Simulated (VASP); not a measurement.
# NbVTe4 (P-3m1) in VASP: further runs

The runs below take NbVTe4 through relaxation of cell and atoms, with PBE.

Everything below comes from runs of VASP 6.6.1. Logs are shortened: lines on timing, memory, paths and dates and some standing lists are left out, and cuts for length are marked.

## Step 1: The structure

Symmetry: P-3m1, No. 164, trigonal system. The conventional cell has a = 3.700 Å, b = 3.700 Å, c = 13.500 Å, α = 90.00°, β = 90.00°, γ = 120.00°. Nb (site symmetry -3m) is surrounded by 6 Te at 2.72 Å. Around V (site symmetry -3m) lie 6 Te at 2.72 Å. Te (site symmetry 3m) has 3 Nb at 2.72 Å as nearest neighbours. Te (site symmetry 3m) has 3 V at 2.72 Å as nearest neighbours.

The cell was built by a generator and needn't be a form met in nature.

## Step 2: Relaxation of cell and atoms, PBE, collinear spin, ferromagnetic start

Contents of INCAR:

```
SYSTEM = NbVTe4
  PREC = Normal
  ENCUT = 520
  EDIFF = 1E-4
  ISMEAR = 0
  SIGMA = 0.15
  LREAL = .False.
  LASPH = .True.
  NELM = 60
  ALGO = Fast
  ISIF = 3
  LWAVE = .False.
  LCHARG = .False.
  ISPIN = 2
  MAGMOM = 0 2 0 0 0 0
  LORBIT = 11
  LMAXMIX = 4
  GGA = PE
  IBRION = 2
  NSW = 24
  EDIFFG = -0.08
```

Contents of KPOINTS:

```
Automatic mesh
0
Gamma
  4 4 1
  0 0 0
```

Contents of POSCAR:

```
NbVTe4
1.0
    3.7000000000      0.0000000000      0.0000000000
   -1.8500000000      3.2042939900      0.0000000000
    0.0000000000      0.0000000000     13.5000000000
Nb V Te
1 1 4
Direct
    0.0000000000      0.0000000000      0.0000000000
    0.0000000000      0.0000000000      0.5000000000
    0.6666666700      0.3333333300      0.8750000000
    0.3333333300      0.6666666700      0.1250000000
    0.6666666700      0.3333333300      0.3750000000
    0.3333333300      0.6666666700      0.6250000000
```

Potentials or basis: VASP PAW PBE potentials, release 64 (Nb_sv, V_sv, Te).

Launch:

```
cat potpaw_PBE.64/Nb_sv/POTCAR potpaw_PBE.64/V_sv/POTCAR potpaw_PBE.64/Te/POTCAR > POTCAR
mpirun -np 1 vasp_std > vasp.out
```

OUTCAR:

```text
SYSTEM = NbVTe4
   PREC = Normal
   ENCUT = 520
   EDIFF = 1E-4
   ISMEAR = 0
   LREAL = .False.
   LASPH = .True.
   NELM = 60
   ISIF = 3
   ISPIN = 2
   LORBIT = 11
   GGA = PE
   IBRION = 2
   NSW = 24
   EDIFFG = -0.08

 ion  position               nearest neighbor table
   1  0.000  0.000  0.000-   3 2.72   4 2.72   4 2.72   3 2.72   3 2.72   4 2.72
   2  0.000  0.000  0.500-   5 2.72   6 2.72   6 2.72   5 2.72   5 2.72   6 2.72
   3  0.667  0.333  0.875-   1 2.72   1 2.72   1 2.72
   4  0.333  0.667  0.125-   1 2.72   1 2.72   1 2.72
   5  0.667  0.333  0.375-   2 2.72   2 2.72   2 2.72
   6  0.333  0.667  0.625-   2 2.72   2 2.72   2 2.72

  LATTYP: Found a hexagonal cell.
 ALAT       =     3.7000000000
 C/A-ratio  =     3.6486486486

  Lattice vectors:

 A1 = (   3.7000000000,   0.0000000000,   0.0000000000)
 A2 = (  -1.8500000000,   3.2042939900,   0.0000000000)
 A3 = (   0.0000000000,   0.0000000000,  13.5000000000)

Analysis of symmetry for initial positions (statically):
=====================================================================
 Subroutine PRICEL returns:
 Original cell was already a primitive cell.

 Routine SETGRP: Setting up the symmetry group for a
 hexagonal supercell.

 Subroutine GETGRP returns: Found 12 space group operations
 (whereof 12 operations were pure point group operations)
 out of a pool of 24 trial point group operations.

The static configuration has the point symmetry D_3d.

Analysis of symmetry for dynamics (positions and initial velocities):
=====================================================================
 Subroutine PRICEL returns:
 Original cell was already a primitive cell.

 Routine SETGRP: Setting up the symmetry group for a
 hexagonal supercell.

 Subroutine GETGRP returns: Found 12 space group operations
 (whereof 12 operations were pure point group operations)
 out of a pool of 24 trial point group operations.

The dynamic configuration has the point symmetry D_3d.

Analysis of structural, dynamic, and magnetic symmetry:
=====================================================================
 Subroutine PRICEL returns:
 Original cell was already a primitive cell.

 Routine SETGRP: Setting up the symmetry group for a
 hexagonal supercell.

 Subroutine GETGRP returns: Found 12 space group operations
 (whereof 12 operations were pure point group operations)
 out of a pool of 24 trial point group operations.

The overall configuration has the point symmetry D_3d.

 Subroutine INISYM returns: Found 12 space group operations
 (whereof 12 operations are pure point group operations),
 and found     1 'primitive' translations

----------------------------------------------------------------------------------------

                                     Primitive cell

  volume of cell :     160.0545

  direct lattice vectors                    reciprocal lattice vectors
     3.700000000  0.000000000  0.000000000     0.270270270  0.156040613  0.000000000
    -1.850000000  3.204293990  0.000000000     0.000000000  0.312081227  0.000000000
     0.000000000  0.000000000 13.500000000     0.000000000  0.000000000  0.074074074

  length of vectors
     3.700000000  3.699999997 13.500000000     0.312081227  0.312081227  0.074074074

  position of ions in fractional coordinates (direct lattice)
     0.000000000  0.000000000  0.000000000
     0.000000000  0.000000000  0.500000000
     0.666666670  0.333333330  0.875000000
     0.333333330  0.666666670  0.125000000
     0.666666670  0.333333330  0.375000000
     0.333333330  0.666666670  0.625000000

  ion indices of the primitive-cell ions
   primitive index   ion index
                 1           1
                 2           2
                 3           3
                 4           4
                 5           5
                 6           6
[... 23 lines left out ...]
 ===========================================

 Found      4 irreducible k-points:

 Following reciprocal coordinates:
            Coordinates               Weight
  0.000000  0.000000  0.000000      1.000000
  0.250000  0.000000  0.000000      6.000000
  0.500000  0.000000  0.000000      3.000000
  0.250000  0.250000  0.000000      6.000000
   k-points           NKPTS =      4   k-points in BZ     NKDIM =      4   number of bands    NBANDS=     31
   number of dos      NEDOS =    301   number of ions     NIONS =      6
   total plane-waves  NPLWV =  46080
   dimension x,y,z NGX =    24 NGY =   24 NGZ =   80
   dimension x,y,z NGXF=    48 NGYF=   48 NGZF=  160
   ions per type =               1   1   4
   NGX,Y,Z   is equivalent  to a cutoff of  10.78, 10.78,  9.85 a.u.
   NGXF,Y,Z  is equivalent  to a cutoff of  21.57, 21.57, 19.70 a.u.
 SYSTEM =  NbVTe4
   PREC   = normal    normal or accurate (medium, high low for compatibility)
   ISTART =      0    job   : 0-new  1-cont  2-samecut
   ICHARG =      2    charge: 1-file 2-atom 10-const
   ISPIN  =      2    spin polarized calculation?
   LNONCOLLINEAR =      F non collinear calculations
   LSORBIT =      F    spin-orbit coupling
   LASPH  =      T    aspherical Exc in radial PAW
   ENCUT  =  520.0 eV  38.22 Ry    6.18 a.u.   6.88  6.88 25.10*2*pi/ulx,y,z
   NELM   =     60;   NELMIN=  2; NELMDL= -5     # of ELM steps
   EDIFF  = 0.1E-03   stopping-criterion for ELM
   LREAL  =      F    real-space projection
   EDIFFG = -.8E-01   stopping-criterion for IOM
   NSW    =     24    number of steps for IOM
   IBRION =      2    ionic relax: 0-MD 1-quasi-New 2-CG
   NFREE  =      1    steps in history (QN), initial steepest desc. (CG)
   ISIF   =      3    stress and relaxation
   ISYM   =      2    0-nonsym 1-usesym 2-fastsym
   POTIM  = 0.5000    time-step for ionic-motion
   TEBEG  =    0.0;   TEEND  =   0.0 temperature during run
   PSTRESS=    0.0 pullay stress
   NELECT =      50.0000    total number of electrons
   NUPDOWN=      -1.0000    fix difference up-down
   EMIN   =  10.00;   EMAX   =-10.00  energy-range for DOS
   EFERMI =   0.00;   METHOD = LEGACY
   ISMEAR =     0;   SIGMA  =   0.15  broadening in eV -4-tet -1-fermi 0-gaus
   EFERMI_NEDOS =   21; number of points for ismear=-14 and -15
   IALGO  =     68    algorithm
   IMIX   =      4    mixing-type and parameters
     AMIX     =   0.40;   BMIX     =  1.00
     AMIX_MAG =   1.60;   BMIX_MAG =  1.00
  volume/ion in A,a.u.               =      26.68       180.02
  Fermi-wavevector in a.u.,A,eV,Ry     =   1.110816  2.099138 16.788401  1.233913
  Thomas-Fermi vector in A             =   2.247372
   LORBIT       =     11    0 simple, 1 ext, 2 COOP (PROOUT), +10 PAW based schemes
   GGA     = PE    functional components
   LHFCALC =     F    Hartree Fock is set to
   AEXX    =    0.0000 exact exchange contribution
   IVDW    =     0    specifies the selected vdW correction
   LEPSILON=     F    determine dielectric tensor
   LRPA    =     F    only Hartree local field effects (RPA)
 conjugate gradient relaxation of ions
 spin polarized calculation
 RMM-DIIS sequential band-by-band and
 Gauss-broadening in eV      SIGMA  =   0.15
  energy-cutoff  :      520.00
  volume of cell :      160.05
 maximum number of plane-waves:      4342
   NGX = 13   NGY = 13   NGZ = 51

--------------------------------------- Ionic step        1  -------------------------------------------

 number of electron      49.9999983 magnetization       0.1614662

 Free energy of the ion-electron system (eV)
  ---------------------------------------------------
  ext. energy  EPLUGINS =         0.00000000
  ---------------------------------------------------
  free energy    TOTEN  =       -33.70272424 eV

  energy without entropy =      -33.65871532  energy(sigma->0) =      -33.68071978

------------------------ aborting loop because EDIFF is reached ----------------------------------------

  FORCE on cell =-STRESS in cart. coord.  units (eV):
  Direction    XX          YY          ZZ          XY          YZ          ZX
  --------------------------------------------------------------------------------------
  -------------------------------------------------------------------------------------
  Total        0.9702511      0.9702511      6.9354567      0.0000000     -0.0000000      0.0000000
  in kB        9.7124069      9.7124068     69.4253052      0.0000000     -0.0000000      0.0000000
  external PRESSURE =      29.6167063 kB  Pullay stress =       0.0000000 kB
[... 101 lines left out ...]
  FREE ENERGIE OF THE ION-ELECTRON SYSTEM (eV)
  ---------------------------------------------------
  free  energy   TOTEN  =       -33.9275628016 eV

  energy  without entropy=      -33.9003642439  energy(sigma->0) =      -33.91396352

[... ionic steps 4 to 12 ...]

--------------------------------------- Ionic step       13  -------------------------------------------

 number of electron      49.9999974 magnetization       0.0469798

------------------------ aborting loop because EDIFF is reached ----------------------------------------
[... 75 lines left out ...]
--------------------------------------- Ionic step       15  -------------------------------------------

 number of electron      49.9999972 magnetization       0.0409746

 Free energy of the ion-electron system (eV)
  ---------------------------------------------------
  ext. energy  EPLUGINS =         0.00000000
  ---------------------------------------------------
  free energy    TOTEN  =       -34.10075474 eV

  energy without entropy =      -34.08497625  energy(sigma->0) =      -34.09286550

 E-fermi :   6.8726     XC(G=0):  -9.7667

 val. band max:        6.8327741588   @ k =   0.0000   0.0000   0.0000
 cond. band min:       6.9066490150   @ k =   0.0000   0.0000   0.0000
 fundamental gap:      0.0738748563
 Fermi energy:         6.8725987091

 spin component 1

 k-point     1 :       0.0000    0.0000    0.0000
  band No.  band energies     occupation
      1     -57.6267      1.00000
      2     -48.4322      1.00000
      3     -31.5030      1.00000
      4     -31.5030      1.00000
      5     -31.4099      1.00000
      6     -24.4898      1.00000
[... 125 lines left out ...]
     30       8.4297      0.00000
     31       8.9798      0.00000
 Fermi energy:         6.8725987091

 spin component 2

 k-point     1 :       0.0000    0.0000    0.0000
  band No.  band energies     occupation
      1     -57.5742      1.00000
      2     -48.4327      1.00000
      3     -31.4491      1.00000
      4     -31.4491      1.00000
      5     -31.3615      1.00000
      6     -24.4903      1.00000
[... 158 lines left out ...]
  FREE ENERGIE OF THE ION-ELECTRON SYSTEM (eV)
  ---------------------------------------------------
  free  energy   TOTEN  =       -34.1007547425 eV

  energy  without entropy=      -34.0849762529  energy(sigma->0) =      -34.09286550

 reached required accuracy - stopping structural energy minimisation

 total charge

# of ion       s       p       d       tot
------------------------------------------
    1        2.145   6.002   2.430  10.577
    2        2.221   6.170   3.032  11.422
    3        1.388   1.977   0.052   3.417
    4        1.388   1.977   0.052   3.417
    5        1.388   1.968   0.048   3.404
    6        1.388   1.968   0.048   3.404
--------------------------------------------------
tot          9.917  20.062   5.662  35.641

 magnetization (x)

# of ion       s       p       d       tot
------------------------------------------
    1       -0.000  -0.000  -0.001  -0.001
    2        0.001   0.000   0.052   0.053
    3       -0.000   0.000  -0.000  -0.000
    4       -0.000   0.000  -0.000  -0.000
    5       -0.000  -0.006   0.000  -0.006
    6       -0.000  -0.006   0.000  -0.006
--------------------------------------------------
tot          0.000  -0.011   0.052   0.041
```

It took 6.6 min on 1 thread of Intel Xeon Platinum 8488C (Sapphire Rapids), shared host; peak memory 0.27 GiB.

What came out:

```
Free energy                                           : -34.1008 eV
Relaxed volume                                        : 27.47 Å³/atom
Relaxed cell                                          : a = 3.595 Å, b = 3.595 Å, c = 14.724 Å, α = 90.00°, β = 90.00°, γ = 120.00°
Space group after relaxing (to 0.05 Å)                : P-3m1 (No. 164)
Energy gained by relaxing                             : 66.3 meV/atom
Ionic steps                                           : 15
Pressure after relaxing                               : 0.2 GPa
Largest force after relaxing                          : 0.050 eV/Å
Band gap on the k mesh                                : none (metal or under the smearing width)
Net moment                                            : 0.04 μB per cell
Site moments                                          : Nb -0.00; V +0.05; Te -0.00, -0.01 μB
Valence electrons inside the program's atomic spheres : Nb 10.58; V 11.42; Te 3.42, 3.40
```

Forces in eV/Å, atoms in the order of the input:
```
Nb   0.000  0.000  0.000
V    0.000  0.000  0.000
Te   0.000  0.000  0.050
Te   0.000  0.000 -0.050
Te   0.000  0.000  0.012
Te   0.000  0.000 -0.012
```

Stress tensor (GPa, compression positive):
```
0.28 0.00 0.00
0.00 0.28 0.00
0.00 0.00 0.10
```

Step by step:
```tsv
step	energy change (eV)	largest force (eV/Å)	pressure (GPa)	volume (Å³)
1	0.0000	1.7686	2.96	160.05
2	-0.1585	0.8709	-4.39	171.63
3	-0.2248	0.5804	-2.31	167.48
4	-0.3540	0.3851	-0.93	162.50
5	-0.3596	0.3299	-0.58	161.22
6	-0.3637	0.0992	0.79	159.23
7	-0.3675	0.1630	0.54	160.07
8	-0.3739	0.0867	0.38	161.11
9	-0.3788	0.0245	0.36	162.77
10	-0.3843	0.1671	-0.39	164.78
11	-0.3841	0.1961	-0.64	165.09
12	-0.3878	0.2069	-0.51	165.32
13	-0.3934	0.2504	-0.48	165.99
14	-0.3980	0.0972	-0.01	165.13
15	-0.3980	0.0495	0.22	164.84
```

Final structure:
```cif
data_structure
_symmetry_space_group_name_H-M 'P 1'
_symmetry_Int_Tables_number 1
_cell_length_a 3.5954
_cell_length_b 3.5954
_cell_length_c 14.7239
_cell_angle_alpha 90.000
_cell_angle_beta 90.000
_cell_angle_gamma 120.000
_cell_volume 164.84
loop_
_atom_site_label
_atom_site_type_symbol
_atom_site_fract_x
_atom_site_fract_y
_atom_site_fract_z
_atom_site_occupancy
Nb1 Nb 0.00000 0.00000 0.00000 1
V1 V 0.00000 0.00000 0.50000 1
Te1 Te 0.66667 0.33333 0.87181 1
Te2 Te 0.33333 0.66667 0.12819 1
Te3 Te 0.66667 0.33333 0.38253 1
Te4 Te 0.33333 0.66667 0.61747 1
```

Caveat: the k mesh is coarse (spacing up to 0.49 Å⁻¹), so the values aren't converged; this functional lacks dispersion, which binds the layers, so the pressure and a relaxed spacing across them are unreliable; the relaxation stopped at a loose force limit of 0.08 eV/Å, so its end isn't a converged minimum. The run has no spin-orbit coupling, so splittings on Te are missing.

## Step 3: Relaxation of cell and atoms, PBE, collinear spin, ferromagnetic start

This run uses another cell than the first one, of the same volume but with other edges.

INCAR is that of step 2.

KPOINTS is that of step 2.

Contents of POSCAR:

```
NbVTe4
1.0
    3.6500000000      0.0000000000      0.0000000000
   -1.8250000000      3.1609927200      0.0000000000
    0.0000000000      0.0000000000     13.9000000000
Nb V Te
1 1 4
Direct
    0.6666666700      0.3333333300      0.0000000000
    0.0000000000      0.0000000000      0.5000000000
    0.6666666700      0.3333333300      0.3700000000
    0.6666666700      0.3333333300      0.6300000000
    0.0000000000      0.0000000000      0.1300000000
    0.0000000000      0.0000000000      0.8700000000
```

Potentials or basis: VASP PAW PBE potentials, release 64 (Nb_sv, V_sv, Te).

Launch:

```
cat potpaw_PBE.64/Nb_sv/POTCAR potpaw_PBE.64/V_sv/POTCAR potpaw_PBE.64/Te/POTCAR > POTCAR
mpirun -np 1 vasp_std > vasp.out
```

Run time: 4 min. Hardware: 1 thread of Intel Xeon Platinum 8488C (Sapphire Rapids), shared host; peak memory 0.22 GiB.

Results (log left out):

```
Free energy                                           : -33.9636 eV
Relaxed volume                                        : 27.14 Å³/atom
Relaxed cell                                          : a = 3.657 Å, b = 3.657 Å, c = 14.062 Å, α = 90.00°, β = 90.00°, γ = 120.00°
Space group after relaxing (to 0.05 Å)                : P-6m2 (No. 187)
Energy gained by relaxing                             : 17.1 meV/atom
Ionic steps                                           : 10
Pressure after relaxing                               : 0.2 GPa
Largest force after relaxing                          : 0.060 eV/Å
Band gap on the k mesh                                : none (metal or under the smearing width)
Net moment                                            : 1.01 μB per cell
Site moments                                          : Nb +0.03; V +1.00; Te -0.08, -0.00 μB
Valence electrons inside the program's atomic spheres : Nb 10.57; V 11.41; Te 3.40, 3.42
```

Forces on the atoms (eV/Å):
```
Nb   0.000  0.000  0.000
V    0.000  0.000  0.000
Te   0.000  0.000  0.060
Te   0.000  0.000 -0.060
Te   0.000  0.000 -0.050
Te   0.000  0.000  0.050
```

Stress tensor (GPa, compression positive):
```
0.26 0.00 0.00
0.00 0.26 0.00
0.00 0.00 0.06
```

Step by step:
```csv
step,energy change (eV),largest force (eV/Å),pressure (GPa),volume (Å³)
1,0.0000,0.7815,0.56,160.37
2,-0.0693,0.5350,-0.41,162.54
3,-0.0835,0.3127,-1.07,164.27
4,-0.0814,0.3516,1.10,160.50
5,-0.0962,0.0817,0.17,162.42
6,-0.0962,0.0962,0.09,162.59
7,-0.0960,0.1038,-0.11,162.66
8,-0.0962,0.1003,0.05,162.62
9,-0.0989,0.0900,-0.09,162.69
10,-0.1024,0.0603,0.19,162.86
```

Final structure:
```
CELL_PARAMETERS angstrom
3.65701 0.00000 0.00000
-1.82850 3.16706 0.00000
0.00000 0.00000 14.06164
ATOMIC_POSITIONS crystal
Nb 0.66667 0.33333 0.00000
V 0.00000 0.00000 0.50000
Te 0.66667 0.33333 0.37706
Te 0.66667 0.33333 0.62294
Te 0.00000 0.00000 0.13209
Te 0.00000 0.00000 0.86791
```

Levels at points of the mesh, in eV from the Fermi level:
Spin up:
```tsv
k point	band 23	band 24	band 25	band 26	band 27	band 28
(0.00, 0.00, 0.00)	-0.31	-0.31	0.13	0.53	2.54	2.54
(0.50, 0.00, 0.00)	-0.77	-0.75	-0.33	-0.20	0.56	0.67
```
Spin down:
| k point | band 22 | band 23 | band 24 | band 25 | band 26 | band 27 |
| --- | --- | --- | --- | --- | --- | --- |
| (0.00, 0.00, 0.00) | -0.26 | -0.26 | 0.10 | 0.23 | 1.11 | 2.65 |
| (0.50, 0.00, 0.00) | -0.96 | -0.70 | -0.34 | -0.19 | 0.13 | 1.49 |

Caveat: the k mesh is coarse (spacing up to 0.50 Å⁻¹), so the values aren't converged; this functional lacks dispersion, which binds the layers, so the pressure and a relaxed spacing across them are unreliable; the relaxation stopped at a loose force limit of 0.08 eV/Å, so its end isn't a converged minimum. The run has no spin-orbit coupling, so splittings on Te are missing.
